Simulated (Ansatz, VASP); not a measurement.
# Pa in two plane-wave programs

Wanted: the spread between two codes on one cell, functional and k mesh. The structure shown is the end of the Ansatz relaxation below.

Program: Ansatz 0.2.0. Level of theory: plane waves, with VASP 6.6.1 beside it; single point at PBEsol. Results are calculated unless marked as measured.

### 1. Starting point

It takes space group I4/mmm (No. 139, tetragonal). The conventional cell has a = 3.950 Å, b = 3.950 Å, c = 3.197 Å, α = 90.00°, β = 90.00°, γ = 90.00°. Pa has 10 Pa at 3.20 to 3.22 Å nearest.

### 2. Ansatz: relaxation, PBEsol

Ansatz runs on its default PAW (the set named soft_2) files.

This run makes the geometry at which the two programs are then compared.

Input file input.yaml:

```yaml
crystal:
  lattice:
    - [-1.9751668531, 1.9751668531, 1.5983011139]
    - [1.9751668531, -1.9751668531, 1.5983011139]
    - [1.9751668531, 1.9751668531, -1.5983011139]
  atoms:
    - { symbol: Pa, position: [0.0, 0.0, 0.0] }
kpoints:
  mp_grid: { grid: [16, 16, 16] }
hamiltonian:
  xc: pbesol
scf:
  occupations: { method: methfessel_paxton, width: 0.2 }
output:
  forces: true
  stress: true
  eigenvalues: true
relax:
  adjacent_minimum: "off"
  f_tol: 0.001
  max_steps: 60
  cell: { stress_tol: 0.01, fix: [volume] }
```

Launch:

```console
> ansatz run input.yaml --threads 8 --pin off --max-ram 14336MiB --backend cpu --events-out ev --progress --plain --runs-dir out
```

Numbers of over 12 decimals in the logs are rounded to 6 here.

The program printed:

```text
band count auto-derived: 16 (N_el = 13.0; filled up to band 7; 11 by the electrons, moments and atoms)
Engine: ansatz 0.2.0, x86_64-unknown-linux-gnu
Pseudopotentials: kind: paw
Pseudopotential: Pa, paw, valence charge 13, recommended cutoff 420 eV (normal), Pa.paw.azcp
Functional definition: PBEsol
  exchange = pbesol_x
  correlation = pbesol_c
Crystal: 1 atoms, lattice volume = 24.942 Å³
Basis set: ecut = 420 eV, 513 PW (Γ), exchange–correlation on 48×48×48 points (8 copies of the dense FFT grid, shifted against one another)
Bands: 16, of which v1, the nominal top of the filled ones, is band 7 counted from 1 (6 counted from 0)
Symmetry: 16 space group operations
Space group: I4/mmm (ITA 139), of the structure as read, at distance tolerance 2.9e-5 Å
k-points: 349 of 4096
Non-local potential: Pa, projectors of the file, l = 0: 3, l = 1: 2, l = 2: 2, l = 3: 3
PAW form: soft (Blöchl's): semilocal exchange-correlation on the pseudo side does not see the compensation charge
PAW frozen core: Pa, regenerated for the run's functional, and the local potential with it (the file was generated under x = pbe(κ = 0.804, μ = 0.219515), c = pbe(β = 0.066725))
PAW one-centre angular grid: Pa, 590 points (default); XC on 64 Gauss nodes
Initial density: superposition of atomic densities (neutral atoms: chi_scale 0, normalization atom), corrected by the library's trained network
Initial wavefunctions: pseudopotential atomic-orbital guess
Functional: x = pbesol(κ = 0.804, μ = 0.123457), c = pbesol(β = 0.046)
SCF iter   1: F=—  HF=-13466.855730 eV  |F-HF|=—  |Δ(HF+E_count)|=         —  Δρ=1.13e-2  dr2=1.21e-2  ethr=1.77e-3  ⟨swp⟩=5.2  Hψ=29697  notcnv=0
preconditioner: auto → none  [metal: Δε(μ)=0.013 eV  Ē_g=13.466 eV  σ=0.200 eV  W_gap=0.06  n_scr=4 (ndim 8)  ℏωp=24.7 eV  f_vac=0.000  D(μ)=2.50/eV (n_scr^D=34)  sad-step TF]
SCF iter   2: F=—  HF=-13466.857180 eV  |F-HF|=—  |Δ(HF+E_count)|=   1.45e-3  S|Δr|=    0.00e0  Δρ=6.78e-3  dr2=5.33e-3  ethr=9.34e-5  ⟨swp⟩=1.0  Hψ=8378  notcnv=0
SCF iter   3: F=—  HF=-13466.857417 eV  |F-HF|=—  |Δ(HF+E_count)|=   2.37e-4  S|Δr|=    0.00e0  Δρ=5.22e-4  dr2=8.20e-5  ethr=4.10e-5  ⟨swp⟩=1.7  Hψ=5754  notcnv=0
SCF iter   4: F=—  HF=-13466.857385 eV  |F-HF|=—  |Δ(HF+E_count)|=   3.18e-5  S|Δr|=    0.00e0  Δρ=2.23e-4  dr2=1.21e-5  ethr=6.31e-7  ⟨swp⟩=2.5  Hψ=7207  notcnv=0
SCF iter   5: F=—  HF=-13466.857380 eV  |F-HF|=—  |Δ(HF+E_count)|=   4.82e-6  S|Δr|=    0.00e0  Δρ=2.56e-5  dr2=1.50e-7  ethr=9.28e-8  ⟨swp⟩=2.3  Hψ=7111  notcnv=0
SCF iter   6: F=-13466.857380 eV  HF=-13466.857380 eV  |F-HF|=4.22e-10  |Δ(HF+E_count)|=   4.58e-8  S|Δr|=    0.00e0  Δρ=3.90e-6  dr2=1.87e-9  ethr=7.69e-10  ⟨swp⟩=7.4  Hψ=24331  notcnv=0
SCF 1 converged in 6 iterations: F = -13466.857380 eV  dr2 = 1.87e-9
  greatest PAW one-centre occupation: 0.985 electrons in one spin orbital (limit 2), on the Pa atom at site 0 (counted from 0), in its partial waves of l = 0
relax step   1: F+E_penalty+E_count = -13466.85738020 eV  Δ(F+E_penalty+E_count) = +0.000e0 eV  max|allowed force component| = 0.000e0 eV/Å  Δτ_max = 0.0000 Å  P = -6.097 GPa  Ω = 24.942 Å³  fix = [volume]  reactions: volume -6.097 GPa  (6 SCF iters, dr2 threshold 1.00e-7 eV, accepted)
[...]
relax step   2: F+E_penalty+E_count = -13466.85738018 eV  Δ(F+E_penalty+E_count) = +2.128e-8 eV  max|allowed force component| = 0.000e0 eV/Å  Δτ_max = 0.0000 Å  P = -6.099 GPa  Ω = 24.942 Å³  energy of the carried Pulay correction = -4.572e-7 eV  fix = [volume]  reactions: volume -6.099 GPa  (3 SCF iters, dr2 threshold 2.51e-9 eV, accepted)
[...]
relax step   3: F+E_penalty+E_count = -13466.85738065 eV  Δ(F+E_penalty+E_count) = -4.777e-7 eV  max|allowed force component| = 0.000e0 eV/Å  Δτ_max = 0.0000 Å  P = -6.098 GPa  Ω = 24.942 Å³  energy of the carried Pulay correction = -2.793e-7 eV  fix = [volume]  reactions: volume -6.098 GPa  (3 SCF iters, dr2 threshold 1.02e-9 eV, accepted)
[...]
relax step   4: F+E_penalty+E_count = -13466.85738183 eV  Δ(F+E_penalty+E_count) = -1.176e-6 eV  max|allowed force component| = 0.000e0 eV/Å  Δτ_max = 0.0000 Å  P = -6.098 GPa  Ω = 24.942 Å³  fix = [volume]  reactions: volume -6.098 GPa  stress off target by 7.51e-6 GPa on what of the cell is left free  SCF on the basis re-selected at this cell (its energy is not comparable with the rows above)  (4 SCF iters)
basis re-selected at this cell: Δ(F+E_penalty+E_count) = -1.176e-6 eV, ΔP = -0.000 GPa vs the last step (what re-selecting the basis moved, of the pressure what is left beyond the Pulay correction that the steps carried, after the strain that the cell walked since its last selection, with what the two solves' SCF thresholds leave and, on support functions, any second-order correction that the steps lacked; it is no measure of the basis error at this ecutwfc). This SCF's stress stands 7.51e-6 GPa from its target on what of the cell is left free (relax.cell.stress_tol is 1.00e-2 GPa) and its largest allowed force component is 0.00e0 eV/Å (relax.f_tol is 1.00e-3 eV/Å): [rest of the remark cut]
SCF converged after 4 iterations
Stability not checked: this state was not tested for a lower state beside it, because cold or Methfessel-Paxton smearing, or corrected tetrahedra, fill the levels in a way that the test cannot read (fill_not_monotonic; see scf.lower_state_search)
Free energy (F): -13466.857382 eV
Harris-Foulkes:  -13466.857382 eV  (|F-HF|=3.64e-12)
Internal energy: -13466.857013 eV  (E = F + TS)
E sigma→0 (E₀):  -13466.857290 eV
Entropy (-TS):   -0.000368 eV (-0.368 meV/atom)
Fermi energy:    19.924579 eV
--- Per-component energies (eV) ---
  E_band       = 60.306298
  E_kinetic    = 251.418960
  E_local      = -287.286821  (includes V_loc(G=0)·N_el)
  E_nonlocal   = 191.706143
  E_hartree    = 93.515276
  E_xc         = -235.226657
  E_vxc        = -180.535111  (∫ρ·V_xc dr)
  E_paw        = -12280.553541  (= ΣΔE_a)
  E_vpaw       = -102.027432  (= ΣTr[D̂ρ^β])
  E_aug_tail   = 0.000004  (compensation charges beyond the density's cutoff)
  E_ewald      = -1200.588139
  E_core_change = 0.157762  (= ΣΔE_core)
  E_smearing   = -0.000368  (= −TS)
  E_closure    = -0.000000  (closes the sum)
  Σ components = -13466.857382   (vs F -13466.857382, Δ=0.00e0)
--- Forces (eV/Å), atoms counted from 1 ---
  atom   1  Pa    -0.00000000     0.00000000     0.00000000
  max |Σ_I F_I| component: 1.97e-31 eV/Å
--- Stress (GPa, compression-positive) ---
       -6.098208      -0.000000       0.000000
       -0.000000      -6.098208       0.000000
        0.000000       0.000000      -6.098219
  P = ⅓ Tr σ = -6.0982 GPa (-60.982 kbar)
--- Band table (eV; the first three rows and the last of 349) ---
  k-point 0: bands = [... 3 lower, 3.8972, 15.2879, 19.5690, 19.5690, 19.6474, 20.5848, 21.7434, 21.7434, ... 5 higher]
  k-point 1: bands = [... 3 lower, 3.8649, 15.5148, 19.3727, 19.5625, 19.9033, 20.5999, 21.7335, 21.7397, ... 5 higher]
  k-point 2: bands = [... 3 lower, 3.7738, 16.0739, 19.2575, 19.5445, 20.2220, 20.6451, 21.7356, 21.7649, ... 5 higher]
  k-point 348: bands = [... 3 lower, 2.2703, 15.9067, 16.6576, 20.4627, 21.0357, 21.0357, 21.3562, 22.1469, ... 5 higher]
--- Relaxed structure (3 steps of the walk, 3 accepted, 1 SCFs on fresh bases) ---
  F+E_penalty+E_count = -13466.85738183 eV   max|allowed force component| = 0.000e0 eV/Å   (the final SCF, on the basis selected at the relaxed cell)
  cell:  # Å, volume = 24.9417 Å³
    - [-1.974971, 1.974971, 1.598618]
    - [1.974971, -1.974971, 1.598618]
    - [1.974971, 1.974971, -1.598618]
  atoms:
    - { symbol: Pa, position: [0.0, 0.0, 0.0] }
```

### 3. VASP: single point, PBEsol

The same cell, functional, mesh and smearing now go to VASP, with its own data sets.

Lines of VASP's logs that name or quote its potential files are left out, and so is its time.

Input file INCAR:

```
SYSTEM = Pa
PREC = Accurate
ENCUT = 500
EDIFF = 1E-06
NELM = 200
ISMEAR = 1
SIGMA = 0.2
LREAL = .FALSE.
ALGO = Normal
GGA = PS
NBANDS = 12
LASPH = .TRUE.
LORBIT = 11
LWAVE = .FALSE.
LCHARG = .FALSE.
ISIF = 2
GGA_COMPAT = .FALSE.
LMAXMIX = 6
```

Input file POSCAR:

```
Pa
1.0
   -1.9749709367      1.9749709367      1.5986182315
    1.9749709367     -1.9749709367      1.5986182315
    1.9749709367      1.9749709367     -1.5986182315
Pa
1
Direct
    0.0000000000      0.0000000000      0.0000000000
```

Input file KPOINTS:

```
Automatic mesh
0
Gamma
16 16 16
0 0 0
```

The projector-augmented-wave data sets are Pa (PBE family, release 64).

Launch:

```console
> mpirun -np 1 vasp_std
```

The program printed:

```text
[banner, memory and clock lines left out]
running    1 mpi-ranks, on    1 nodes
 distrk:  each k-point on    1 cores,    1 groups
 distr:  one band on    1 cores,    1 groups

 POSCAR found type information on POSCAR Pa
 POSCAR found :  1 types and       1 ions
|                                                                             |
|               ----> ADVICE to this user running VASP <----                  |
|                                                                             |
|     You enforced a specific xc type in the INCAR file but a different       |
|     [... a line on the potential file left out ...]
|     I HOPE YOU KNOW WHAT YOU ARE DOING!                                     |
|                                                                             |

 LDA part: xc-table for (Slater+PW92), standard interpolation
 POSCAR, INCAR and KPOINTS ok, starting setup
 FFT: planning ... GRIDC
 FFT: planning ... GRID_SOFT
 FFT: planning ... GRID
 WAVECAR not read
 entering main loop
       N       E                     dE             d eps       ncg     rms          rms(c)
DAV:   1     0.104967209989E+03    0.10497E+03   -0.52983E+03  8400   0.110E+03
DAV:   2    -0.100404021088E+01   -0.10597E+03   -0.10168E+03  9676   0.242E+02
DAV:   3    -0.972551435316E+01   -0.87215E+01   -0.82683E+01 10868   0.820E+01
DAV:   4    -0.104125152664E+02   -0.68700E+00   -0.65054E+00 15216   0.190E+01
DAV:   5    -0.104245931243E+02   -0.12078E-01   -0.12028E-01 12528   0.240E+00    0.254E+01
DAV:   6    -0.102306930462E+02    0.19390E+00   -0.71746E-01 13492   0.691E+00    0.133E+01
DAV:   7    -0.102093147906E+02    0.21378E-01   -0.56913E-02 14280   0.155E+00    0.374E+00
DAV:   8    -0.102086340146E+02    0.68078E-03   -0.56276E-03 13732   0.644E-01    0.183E-01
DAV:   9    -0.102085704072E+02    0.63607E-04   -0.50993E-04 13356   0.220E-01    0.804E-02
DAV:  10    -0.102085706048E+02   -0.19760E-06   -0.17018E-04 12752   0.121E-01    0.222E-02
DAV:  11    -0.102085662635E+02    0.43413E-05   -0.26489E-05 13104   0.525E-02    0.409E-03
DAV:  12    -0.102085661274E+02    0.13610E-06   -0.82149E-07  7384   0.963E-03
   1 F= -.10208566E+02 E0= -.10208505E+02  d E =-.184816E-03
```

Parts of OUTCAR (step 3):

```text
ion  position               nearest neighbor table
   1  0.000  0.000  0.000-

  LATTYP: Found a body centered tetragonal cell.
 ALAT       =     3.9499418734
 C/A-ratio  =     0.8094388640

 Subroutine GETGRP returns: Found 16 space group operations
 (whereof 16 operations were pure point group operations)

The static configuration has the point symmetry D_4h.

 Found    349 irreducible k-points:

   k-points           NKPTS =    349   k-points in BZ     NKDIM =    349   number of bands    NBANDS=     12

   dimension x,y,z NGX =    24 NGY =   24 NGZ =   24
   dimension x,y,z NGXF=    48 NGYF=   48 NGZF=   48

   ENCUT  =  500.0 eV  36.75 Ry    6.06 a.u.   5.87  5.87  5.87*2*pi/ulx,y,z

   NELECT =      13.0000    total number of electrons

 k-points in reciprocal lattice and weights: Automatic mesh
   0.00000000  0.00000000  0.00000000       0.000
   0.06250000  0.00000000 -0.00000000       0.002
   0.12500000  0.00000000 -0.00000000       0.002
   0.18750000  0.00000000 -0.00000000       0.002
   0.25000000  0.00000000 -0.00000000       0.002
   0.31250000  0.00000000  0.00000000       0.002
   0.37500000  0.00000000 -0.00000000       0.002
   0.43750000 -0.00000000  0.00000000       0.002
   0.50000000  0.00000000 -0.00000000       0.001
[...]
-0.43750000 -0.43750000  0.43750000       0.000
   0.50000000  0.50000000  0.50000000       0.000

 average (electrostatic) potential at core
       1 -83.0549

 E-fermi :  12.6599

 k-point     1 :       0.0000    0.0000    0.0000
  band No.  band energies     occupation
    ...
      4      -3.4354      2.00000
      5       7.9888      2.00000
      6      12.3206      2.03743
      7      12.3206      2.03743
      8      12.3403      2.04635
      9      13.3466     -0.00001
     10      14.5165     -0.00000
     11      14.5165     -0.00000
     12      15.1690     -0.00000

 k-point     2 :       0.0625    0.0000   -0.0000
  band No.  band energies     occupation
    ...
      4      -3.5860      2.00000
      5       8.2821      2.00000
      6      12.1365      2.00135
      7      12.2316      2.00987
      8      12.5291      1.88530
      9      13.3124     -0.00004
     10      14.4710     -0.00000
     11      14.5293     -0.00000
     12      14.8420     -0.00000

 k-point     3 :       0.1250    0.0000   -0.0000
  band No.  band energies     occupation
    ...
      3      -4.1681      2.00000
      4      -3.8247      2.00000
      5       9.0341      2.00000
      6      11.9057      2.00000
      7      12.0335      2.00009
      8      12.7549      0.28741
      9      13.2325     -0.00039
     10      14.3903     -0.00000
     11      14.4799     -0.00000
     12      14.5704     -0.00000

  Total       -0.8886432     -0.8886432     -0.8716206      0.0000000     -0.0000000      0.0000000
  in kB      -57.0836642    -57.0836642    -55.9901854      0.0000000     -0.0000000      0.0000000
  external PRESSURE =     -56.7191712 kB  Pullay stress =       0.0000000 kB

  energy-cutoff  :      500.00
  volume of cell :       24.94
      direct lattice vectors                 reciprocal lattice vectors
    -1.974970937  1.974970937  1.598618231     0.000000000  0.253168282  0.312770110
     1.974970937 -1.974970937  1.598618231     0.253168282  0.000000000  0.312770110
     1.974970937  1.974970937 -1.598618231     0.253168282  0.253168282  0.000000000

 POSITION                                       TOTAL-FORCE (eV/Angst)
 -----------------------------------------------------------------------------------
      0.00000      0.00000      0.00000        -0.000000      0.000000      0.000000
 -----------------------------------------------------------------------------------
    total drift:                                0.000000      0.000000      0.000000

  FREE ENERGIE OF THE ION-ELECTRON SYSTEM (eV)
  ---------------------------------------------------
  free  energy   TOTEN  =       -10.2085661274 eV

  energy  without entropy=      -10.2083813110  energy(sigma->0) =      -10.20850452

 total charge
# of ion       s       p       d       f       tot
--------------------------------------------------
    1        2.249   5.772   1.712   1.339  11.072

[... 3 further parts left out ...]
```

This run has no spin polarisation. Its electron count is odd, so without a moment it is a metal by construction.

### 4. Side by side

Known differences besides the potentials themselves: the cutoff is 420 eV in Ansatz and 500 eV in VASP; Ansatz makes its cores anew for this functional, VASP keeps those of its PBE data sets; Ansatz's pressure holds a Pulay correction, VASP's none. Total energies have different zeros and are not compared.

Both answers:

| quantity | Ansatz | VASP | difference |
| --- | --- | --- | --- |
| pressure (GPa) | -6.10 | -5.67 | -0.43 |

### 5. What came out

```
difference in pressure (single point, PBEsol) : -0.43 GPa
```

The difference in pressure is -0.43 GPa (single point, PBEsol), within the 1 GPa picked in this series as the mark of a large difference. How closely two codes agree says nothing of how well the functional describes the real material.

[Lines on the potential files, build, host, timing and source positions are cut from VASP's logs without a mark.]

[Logs are printed without paths, hosts, clocks, repeated set-up lines and the standing remarks that a program may print on its own settings, such as how far it seeks lower states.]

[Hosts, paths, dates, database ids (printed as entryN), source tags and the programs' standing remarks are cut or masked in the printed files.]
